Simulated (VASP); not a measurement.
Computed with PBEsol GGA, VASP's PBE PAW potentials (set 64) (plane waves; VASP).

A VASP calculation is set up with these files.

**KPOINTS**
```
Automatic mesh
0
Gamma
9 6 1
0 0 0
```

**POSCAR**
```
NbC(110) slab
1
    3.1453103111     0.0000000000     0.0000000000
    0.0000000000     4.4481409387     0.0000000000
    0.0000000000     0.0000000000    24.3625793736
Nb C
6 6
Direct
  0.0000000000   0.0000000000   0.3458454144
  0.5000000000   0.5000000000   0.3996649464
  0.0000000000   0.0000000000   0.4666157388
  0.5000000000   0.5000000000   0.5333842612
  0.0000000000   0.0000000000   0.6003350536
  0.5000000000   0.5000000000   0.6541545856
  0.5000000000   0.0000000000   0.4020444719
  0.0000000000   0.5000000000   0.3379657817
  0.5000000000   0.0000000000   0.5319950704
  0.0000000000   0.5000000000   0.4680049296
  0.5000000000   0.0000000000   0.6620342183
  0.0000000000   0.5000000000   0.5979555281
```

INCAR:
```
SYSTEM = NbC(110) slab
PREC = Normal; ENCUT = 450; LREAL = F
LASPH = T
EDIFF = 1E-6; NELM = 100; NELMIN = 4
ALGO = Normal; LMAXMIX = 4
ISMEAR = 1; SIGMA = 0.1
GGA = PS
LWAVE = F; LCHARG = F; LORBIT = 11
LVHAR = T
DIPOL = 0.5 0.5 0.5
LDIPOL = T; IDIPOL = 3
```

POTCAR, in this order: Nb_sv C (PBE.64 set). Program: vasp_std. Read from the step before: WAVECAR.

Task: What does the run give for the energy per atom (σ→0), band gap (on the k-mesh)?

Result: 
```
Quantity                                                    Result
------------------------  ----------------------------------------
energy per atom (σ→0)                              -10445 meV/atom
band gap (on the k-mesh)  none (metal, semimetal or under 0.01 eV)
```

OSZICAR:
```
       N       E                     dE             d eps       ncg     rms          rms(c)
DAV:   1    -0.125345983550E+03   -0.12535E+03   -0.66549E-04  4000   0.108E-01    0.410E-02
DAV:   2    -0.125346081200E+03   -0.97650E-04   -0.31880E-03  3808   0.258E-01    0.633E-02
DAV:   3    -0.125345857942E+03    0.22326E-03   -0.10697E-03  3816   0.163E-01    0.636E-03
DAV:   4    -0.125345859924E+03   -0.19818E-05   -0.30383E-05  2920   0.180E-02    0.261E-03
DAV:   5    -0.125345860145E+03   -0.22097E-06   -0.13067E-06  2080   0.587E-03
   1 F= -.12534586E+03 E0= -.12534400E+03  d E =-.558821E-02
```

The cell is a thin slab with vacuum, built from NbC (rock salt): (110) face.
